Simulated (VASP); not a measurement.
Input:

```
C
1.0
    1.23202    -2.13392     0.00000
    1.23202     2.13392     0.00000
    0.00000     0.00000     7.77550
C
4
Direct
  0.00000   0.00000   0.25000
  0.00000   0.00000   0.75000
  0.33333   0.66667   0.25000
  0.66667   0.33333   0.75000
```

Level of theory: revTPSS meta-GGA, VASP's PBE PAW potentials (set 64) (plane waves; VASP 6.6.1). Numerical set-up: 520 eV cut-off, 11×11×4 Γ-centred mesh, tetrahedra with Blöchl corrections, potentials C.

The cores are frozen, which limits the accuracy of field gradients. Without a dispersion term in the relaxation, distances and binding between the weakly bound layers, chains or molecules are unreliable, and so is what depends on them.

Question: Give the principal components of the electric field gradient (V/Å²) and the asymmetry η at each nucleus.

Answer: 
```
atom    Vxx    Vyy   Vzz     η
----  -----  -----  ----  ----
C1    -15.0  -15.0  30.0  0.00
C2    -15.0  -15.0  30.0  0.00
C3    -14.8  -14.8  29.6  0.00
C4    -14.8  -14.8  29.6  0.00
```

The compound is C in the graphite structure. It was relaxed first, which changed the volume by +16 %.
